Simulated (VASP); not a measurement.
Here is the system:

```
CELL_PARAMETERS angstrom
     -3.00755     3.00755     2.38104
      3.00755    -3.00755     2.38104
      3.00755     3.00755    -2.38104
ATOMIC_POSITIONS crystal
  Al 0.65829 0.15829 0.81659
  Al 0.15829 0.34171 0.50000
  Al 0.84171 0.65829 0.50000
  Al 0.34171 0.84171 0.18341
  Cu 0.75000 0.75000 0.00000
  Cu 0.25000 0.25000 0.00000
```

The numbers are results of r2SCAN meta-GGA, VASP's PBE PAW potentials (set 64) (plane waves; VASP), not measurements. Numerical set-up: 400 eV cut-off, 9×9×9 Γ-centred mesh, tetrahedra with Blöchl corrections, potentials Al Cu.

For a metal the tetrahedron method with Blöchl corrections gives inexact stress and forces.

**Question.** Estimate the energy per atom (σ→0), largest force, band gap (over mesh and band path) with the smallest direct gap where there is one.

**Answer.** 
| Property | Result |
|---|---|
| band gap (over mesh and band path) | none (metal, semimetal or under 0.01 eV) |
| energy per atom (σ→0) | -8.257 eV/atom |
| largest force | 0.055 eV/Å |

The compound is Al2Cu in the sg140 structure. It was relaxed first.
